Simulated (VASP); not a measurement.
# In3SbO4 (P4/mmm) in VASP: relaxation of cell and atoms with PBE

Aim: the relaxation of cell and atoms of In3SbO4 with PBE.

All numbers are computed with VASP 6.6.1; they aren't measurements. Logs are shortened: lines on timing, memory, paths and dates and some standing lists are left out, and cuts for length are marked.

## (1) The crystal as given

The structure is tetragonal, space group P4/mmm (No. 123). The conventional cell has a = 3.800 Å, b = 3.800 Å, c = 9.400 Å, α = 90.00°, β = 90.00°, γ = 90.00°. Around In (site symmetry 4mm) lie 4 O at 2.23 Å. In (site symmetry 4/mmm) has 8 O at 2.34 Å as nearest neighbours. Around Sb (site symmetry 4/mmm) lie 8 In at 3.45 Å and 4 Sb at 3.80 Å and 8 O at 3.84 Å. Around O (site symmetry 2mm) lie 4 In at 2.23 to 2.34 Å.

The cell was built by a generator and needn't be a form met in nature.

## (2) Relaxation of cell and atoms, PBE

INCAR

```
SYSTEM = In3SbO4
ALGO     = Fast           ! electronic algorithm
EDIFF    = 1E-4           ! SCF threshold, eV
EDIFFG   = -0.08          ! ionic threshold
ENCUT    = 520            ! plane-wave cutoff, eV
GGA      = PE             ! functional
IBRION   = 2              ! ionic algorithm
ISIF     = 3              ! what is computed and relaxed
ISMEAR   = 0              ! smearing method
LASPH    = .TRUE.         ! aspherical terms in the spheres
LCHARG   = .FALSE.        ! write CHGCAR
LREAL    = .FALSE.        ! projectors in reciprocal space
LWAVE    = .FALSE.        ! write WAVECAR
NELM     = 60             ! most SCF steps
NSW      = 24             ! ionic steps
PREC     = Normal         ! precision mode
SIGMA    = 0.15           ! smearing width, eV
```

KPOINTS

```
k-points
0
G
  4 4 2
  0 0 0
```

POSCAR

```
In3SbO4
1.0
    3.8000000000      0.0000000000      0.0000000000
    0.0000000000      3.8000000000      0.0000000000
    0.0000000000      0.0000000000      9.4000000000
In Sb O
3 1 4
Direct
    0.5000000000      0.5000000000      0.2700000000
    0.5000000000      0.5000000000      0.7300000000
    0.0000000000      0.0000000000      0.0000000000
    0.0000000000      0.0000000000      0.5000000000
    0.0000000000      0.5000000000      0.1450000000
    0.5000000000      0.0000000000      0.1450000000
    0.0000000000      0.5000000000      0.8550000000
    0.5000000000      0.0000000000      0.8550000000
```

Potentials or basis: VASP PAW PBE potentials, release 64 (In_d, Sb, O).

Started as:

```
> cat potpaw_PBE.64/In_d/POTCAR potpaw_PBE.64/Sb/POTCAR potpaw_PBE.64/O/POTCAR > POTCAR
> mpirun -np 1 vasp_std > vasp.out
```

OUTCAR:

```text
SYSTEM = In3SbO4
   EDIFF = 1E-4
   EDIFFG = -0.08
   ENCUT = 520
   GGA = PE
   IBRION = 2
   ISIF = 3
   ISMEAR = 0
   LASPH = .TRUE.
   LREAL = .FALSE.
   NELM = 60
   NSW = 24
   PREC = Normal

 ion  position               nearest neighbor table
   1  0.500  0.500  0.270-   5 2.23   6 2.23   6 2.23   5 2.23   4 3.45   4 3.45   4 3.45   4 3.45
                             3 3.70   3 3.70   3 3.70   3 3.70
   2  0.500  0.500  0.730-   7 2.23   8 2.23   8 2.23   7 2.23   4 3.45   4 3.45   4 3.45   4 3.45
                             3 3.70   3 3.70   3 3.70   3 3.70
   3  0.000  0.000  0.000-   5 2.34   6 2.34   7 2.34   8 2.34   5 2.34   7 2.34   6 2.34   8 2.34
                             1 3.70   2 3.70   1 3.70   2 3.70   1 3.70   2 3.70   1 3.70   2 3.70
   4  0.000  0.000  0.500-   1 3.45   2 3.45   1 3.45   2 3.45   1 3.45   2 3.45   1 3.45   2 3.45

   5  0.000  0.500  0.145-   1 2.23   1 2.23   3 2.34   3 2.34
   6  0.500  0.000  0.145-   1 2.23   1 2.23   3 2.34   3 2.34
   7  0.000  0.500  0.855-   2 2.23   2 2.23   3 2.34   3 2.34
   8  0.500  0.000  0.855-   2 2.23   2 2.23   3 2.34   3 2.34

  LATTYP: Found a simple tetragonal cell.
 ALAT       =     3.8000000000
 C/A-ratio  =     2.4736842105

  Lattice vectors:

 A1 = (   3.8000000000,   0.0000000000,   0.0000000000)
 A2 = (   0.0000000000,   3.8000000000,   0.0000000000)
 A3 = (   0.0000000000,   0.0000000000,   9.4000000000)

Analysis of symmetry for initial positions (statically):
=====================================================================
 Subroutine PRICEL returns:
 Original cell was already a primitive cell.

 Routine SETGRP: Setting up the symmetry group for a
 simple tetragonal supercell.

 Subroutine GETGRP returns: Found 16 space group operations
 (whereof 16 operations were pure point group operations)
 out of a pool of 16 trial point group operations.

The static configuration has the point symmetry D_4h.

Analysis of symmetry for dynamics (positions and initial velocities):
=====================================================================
 Subroutine PRICEL returns:
 Original cell was already a primitive cell.

 Routine SETGRP: Setting up the symmetry group for a
 simple tetragonal supercell.

 Subroutine GETGRP returns: Found 16 space group operations
 (whereof 16 operations were pure point group operations)
 out of a pool of 16 trial point group operations.

The dynamic configuration has the point symmetry D_4h.

 Subroutine INISYM returns: Found 16 space group operations
 (whereof 16 operations are pure point group operations),
 and found     1 'primitive' translations

----------------------------------------------------------------------------------------

                                     Primitive cell

  volume of cell :     135.7360

  direct lattice vectors                    reciprocal lattice vectors
     3.800000000  0.000000000  0.000000000     0.263157895  0.000000000  0.000000000
     0.000000000  3.800000000  0.000000000     0.000000000  0.263157895  0.000000000
     0.000000000  0.000000000  9.400000000     0.000000000  0.000000000  0.106382979

  length of vectors
     3.800000000  3.800000000  9.400000000     0.263157895  0.263157895  0.106382979

  position of ions in fractional coordinates (direct lattice)
     0.500000000  0.500000000  0.270000000
     0.500000000  0.500000000  0.730000000
     0.000000000  0.000000000  0.000000000
     0.000000000  0.000000000  0.500000000
     0.000000000  0.500000000  0.145000000
     0.500000000  0.000000000  0.145000000
     0.000000000  0.500000000  0.855000000
     0.500000000  0.000000000  0.855000000

  ion indices of the primitive-cell ions
   primitive index   ion index
                 1           1
                 2           2
                 3           3
                 4           4
                 5           5
                 6           6
                 7           7
                 8           8

----------------------------------------------------------------------------------------

 KPOINTS: k-points

Automatic generation of k-mesh.
 Grid dimensions read from file:
 generate k-points for:    4    4    2

 Generating k-lattice:

  Cartesian coordinates                     Fractional coordinates (reciprocal lattice)
     0.065789474  0.000000000  0.000000000     0.250000000  0.000000000  0.000000000
     0.000000000  0.065789474  0.000000000     0.000000000  0.250000000  0.000000000
     0.000000000  0.000000000  0.053191489     0.000000000  0.000000000  0.500000000

  Length of vectors
     0.065789474  0.065789474  0.053191489

  Shift w.r.t. Gamma in fractional coordinates (k-lattice)
     0.000000000  0.000000000  0.000000000

 Subroutine IBZKPT returns following result:
 ===========================================

 Found     12 irreducible k-points:

 Following reciprocal coordinates:
            Coordinates               Weight
  0.000000  0.000000  0.000000      1.000000
  0.250000  0.000000  0.000000      4.000000
  0.500000  0.000000  0.000000      2.000000
  0.250000  0.250000  0.000000      4.000000
  0.500000  0.250000  0.000000      4.000000
  0.500000  0.500000  0.000000      1.000000
  0.000000  0.000000  0.500000      1.000000
  0.250000  0.000000  0.500000      4.000000
  0.500000  0.000000  0.500000      2.000000
  0.250000  0.250000  0.500000      4.000000
  0.500000  0.250000  0.500000      4.000000
  0.500000  0.500000  0.500000      1.000000
   k-points           NKPTS =     12   k-points in BZ     NKDIM =     12   number of bands    NBANDS=     40
   number of dos      NEDOS =    301   number of ions     NIONS =      8
   total plane-waves  NPLWV =  31104
   dimension x,y,z NGX =    24 NGY =   24 NGZ =   54
   dimension x,y,z NGXF=    48 NGYF=   48 NGZF=  108
   ions per type =               3   1   4
   NGX,Y,Z   is equivalent  to a cutoff of  10.50, 10.50,  9.55 a.u.
   NGXF,Y,Z  is equivalent  to a cutoff of  21.00, 21.00, 19.10 a.u.
 SYSTEM =  In3SbO4
   PREC   = normal    normal or accurate (medium, high low for compatibility)
   ISTART =      0    job   : 0-new  1-cont  2-samecut
   ICHARG =      2    charge: 1-file 2-atom 10-const
   ISPIN  =      1    spin polarized calculation?
   LNONCOLLINEAR =      F non collinear calculations
   LSORBIT =      F    spin-orbit coupling
   LASPH  =      T    aspherical Exc in radial PAW
   ENCUT  =  520.0 eV  38.22 Ry    6.18 a.u.   7.07  7.07 17.48*2*pi/ulx,y,z
   NELM   =     60;   NELMIN=  2; NELMDL= -5     # of ELM steps
   EDIFF  = 0.1E-03   stopping-criterion for ELM
   LREAL  =      F    real-space projection
   EDIFFG = -.8E-01   stopping-criterion for IOM
   NSW    =     24    number of steps for IOM
   IBRION =      2    ionic relax: 0-MD 1-quasi-New 2-CG
   NFREE  =      1    steps in history (QN), initial steepest desc. (CG)
   ISIF   =      3    stress and relaxation
   ISYM   =      2    0-nonsym 1-usesym 2-fastsym
   POTIM  = 0.5000    time-step for ionic-motion
   TEBEG  =    0.0;   TEEND  =   0.0 temperature during run
   PSTRESS=    0.0 pullay stress
   NELECT =      68.0000    total number of electrons
   NUPDOWN=      -1.0000    fix difference up-down
   EMIN   =  10.00;   EMAX   =-10.00  energy-range for DOS
   EFERMI =   0.00;   METHOD = LEGACY
   ISMEAR =     0;   SIGMA  =   0.15  broadening in eV -4-tet -1-fermi 0-gaus
   EFERMI_NEDOS =   21; number of points for ismear=-14 and -15
   IALGO  =     68    algorithm
   IMIX   =      4    mixing-type and parameters
     AMIX     =   0.40;   BMIX     =  1.00
     AMIX_MAG =   1.60;   BMIX_MAG =  1.00
  volume/ion in A,a.u.               =      16.97       114.50
  Fermi-wavevector in a.u.,A,eV,Ry     =   1.300208  2.457037 23.001200  1.690540
  Thomas-Fermi vector in A             =   2.431422
   LORBIT       =      0    0 simple, 1 ext, 2 COOP (PROOUT), +10 PAW based schemes
   GGA     = PE    functional components
   LHFCALC =     F    Hartree Fock is set to
   AEXX    =    0.0000 exact exchange contribution
   IVDW    =     0    specifies the selected vdW correction
   LEPSILON=     F    determine dielectric tensor
   LRPA    =     F    only Hartree local field effects (RPA)
 conjugate gradient relaxation of ions
 non-spin polarized calculation
 RMM-DIIS sequential band-by-band and
 Gauss-broadening in eV      SIGMA  =   0.15
  energy-cutoff  :      520.00
  volume of cell :      135.74
 maximum number of plane-waves:      3674
   NGX = 15   NGY = 15   NGZ = 35

--------------------------------------- Ionic step        1  -------------------------------------------

 number of electron      68.0000002 magnetization

 Free energy of the ion-electron system (eV)
  ---------------------------------------------------
  ext. energy  EPLUGINS =         0.00000000
  ---------------------------------------------------
  free energy    TOTEN  =       -38.24807496 eV

  energy without entropy =      -38.17767111  energy(sigma->0) =      -38.21287303

------------------------ aborting loop because EDIFF is reached ----------------------------------------

  FORCE on cell =-STRESS in cart. coord.  units (eV):
  Direction    XX          YY          ZZ          XY          YZ          ZX
  --------------------------------------------------------------------------------------
  -------------------------------------------------------------------------------------
  Total       -2.9599293     -2.9599293     -6.8658175      0.0000000      0.0000000     -0.0000000
  in kB      -34.9379065    -34.9379065    -81.0415592      0.0000000      0.0000000     -0.0000000
  external PRESSURE =     -50.3057907 kB  Pullay stress =       0.0000000 kB
[... 107 lines left out ...]
  FREE ENERGIE OF THE ION-ELECTRON SYSTEM (eV)
  ---------------------------------------------------
  free  energy   TOTEN  =       -38.6312346457 eV

  energy  without entropy=      -38.5703503355  energy(sigma->0) =      -38.60079249

[... ionic steps 4 to 15 ...]

--------------------------------------- Ionic step       16  -------------------------------------------

 number of electron      67.9999995 magnetization

------------------------ aborting loop because EDIFF is reached ----------------------------------------

  FORCE on cell =-STRESS in cart. coord.  units (eV):
  Direction    XX          YY          ZZ          XY          YZ          ZX
  --------------------------------------------------------------------------------------
  -------------------------------------------------------------------------------------
  Total        0.1921517      0.1921517     -0.2595428      0.0000000      0.0000000      0.0000000
  in kB        2.3791621      2.3791621     -3.2135772      0.0000000      0.0000000      0.0000000
  external PRESSURE =       0.5149157 kB  Pullay stress =       0.0000000 kB
[... 69 lines left out ...]
  energy  without entropy=      -38.8953729956  energy(sigma->0) =      -38.90934141

--------------------------------------- Ionic step       18  -------------------------------------------

 number of electron      67.9999995 magnetization

 Free energy of the ion-electron system (eV)
  ---------------------------------------------------
  ext. energy  EPLUGINS =         0.00000000
  ---------------------------------------------------
  free energy    TOTEN  =       -38.92352828 eV

  energy without entropy =      -38.89535174  energy(sigma->0) =      -38.90944001

 E-fermi :   6.3201     XC(G=0): -10.6031

 val. band max:        6.2871116887   @ k =   0.5000   0.5000   0.5000
 cond. band min:       6.3375197633   @ k =   0.5000   0.2500   0.5000
 fundamental gap:      0.0504080745
 Fermi energy:         6.3200972145

 k-point     1 :       0.0000    0.0000    0.0000
  band No.  band energies     occupation
      1     -12.0611      2.00000
      2     -11.5589      2.00000
      3     -11.1337      2.00000
      4     -10.7211      2.00000
      5      -7.4323      2.00000
      6      -7.4323      2.00000
[... 540 lines left out ...]
  FREE ENERGIE OF THE ION-ELECTRON SYSTEM (eV)
  ---------------------------------------------------
  free  energy   TOTEN  =       -38.9235282830 eV

  energy  without entropy=      -38.8953517373  energy(sigma->0) =      -38.90944001

 reached required accuracy - stopping structural energy minimisation
```

It took 6.4 min on 1 thread of Intel Xeon Platinum 8259CL at 2.50GHz (Skylake/Cascade Lake), shared host; peak memory 0.22 GiB.

What came out:

```
Free energy                            : -38.9235 eV
Relaxed volume                         : 16.18 Å³/atom
Relaxed cell                           : a = 3.898 Å, b = 3.898 Å, c = 8.516 Å, α = 90.00°, β = 90.00°, γ = 90.00°
Space group after relaxing (to 0.05 Å) : P4/mmm (No. 123)
Energy gained by relaxing              : 84.4 meV/atom
Ionic steps                            : 18
Pressure after relaxing                : -0.4 GPa
Largest force after relaxing           : 0.047 eV/Å
Band gap on the k mesh                 : none (metal or under the smearing width)
```

Forces on the atoms (eV/Å):
```
In   0.000  0.000 -0.047
In   0.000  0.000  0.047
In   0.000  0.000  0.000
Sb   0.000  0.000  0.000
O    0.000  0.000  0.038
O    0.000  0.000  0.038
O    0.000  0.000 -0.038
O    0.000  0.000 -0.038
```

Step by step:
```csv
step,energy change (eV),largest force (eV/Å),pressure (GPa),volume (Å³)
1,0.0000,1.9035,-5.03,135.74
2,-0.3677,0.1093,4.89,125.51
3,-0.3832,0.4191,3.19,127.02
4,-0.5737,0.0912,1.45,129.77
5,-0.6254,0.5492,-0.86,133.23
6,-0.6373,0.2693,-0.14,132.23
7,-0.6373,0.2547,0.03,132.13
8,-0.6493,0.0698,-0.83,132.21
9,-0.6480,0.1858,-1.40,132.26
10,-0.6495,0.1250,-0.96,132.23
11,-0.6560,0.1895,-0.73,130.91
12,-0.6531,0.2840,0.34,128.59
13,-0.6565,0.2405,0.19,129.51
14,-0.6643,0.1741,0.62,128.86
15,-0.6693,0.0807,0.97,128.02
16,-0.6757,0.1028,0.05,129.40
17,-0.6752,0.1042,-0.46,129.51
18,-0.6755,0.0468,-0.43,129.43
```

Final structure:
```xyz
8
Lattice="3.8984 0.0000 0.0000 0.0000 3.8984 0.0000 0.0000 0.0000 8.5163" Properties=species:S:1:pos:R:3 pbc="T T T"
In    1.9492    1.9492    2.2244
In    1.9492    1.9492    6.2920
In    0.0000    0.0000    0.0000
Sb    0.0000    0.0000    4.2582
O     0.0000    1.9492    1.3313
O     1.9492    0.0000    1.3313
O     0.0000    1.9492    7.1851
O     1.9492    0.0000    7.1851
```

Levels at points of the mesh, in eV from the Fermi level:
```csv
k point,band 30,band 31,band 32,band 33,band 34,band 35,band 36,band 37,band 38,band 39
"(0.00, 0.00, 0.00)",-0.97,-0.97,-0.90,-0.19,-0.10,0.86,0.86,2.48,3.27,4.49
"(0.50, 0.00, 0.00)",-2.53,-2.38,-1.68,-1.63,0.37,1.67,1.70,3.83,4.13,6.05
"(0.50, 0.50, 0.00)",-1.73,-0.97,-0.79,-0.62,-0.61,-0.50,0.22,1.70,4.32,5.23
"(0.00, 0.00, 0.50)",-1.52,-0.98,-0.98,-0.92,0.93,0.93,1.16,2.39,3.29,4.55
"(0.50, 0.00, 0.50)",-2.82,-1.94,-1.65,-0.86,0.09,1.18,1.69,3.91,4.19,6.11
"(0.50, 0.50, 0.50)",-0.81,-0.79,-0.78,-0.62,-0.61,-0.50,-0.03,1.41,4.50,4.50
```

Caveat: the k mesh is coarse (spacing up to 0.41 Å⁻¹), so the values aren't converged; the relaxation stopped at a loose force limit of 0.08 eV/Å, so its end isn't a converged minimum.
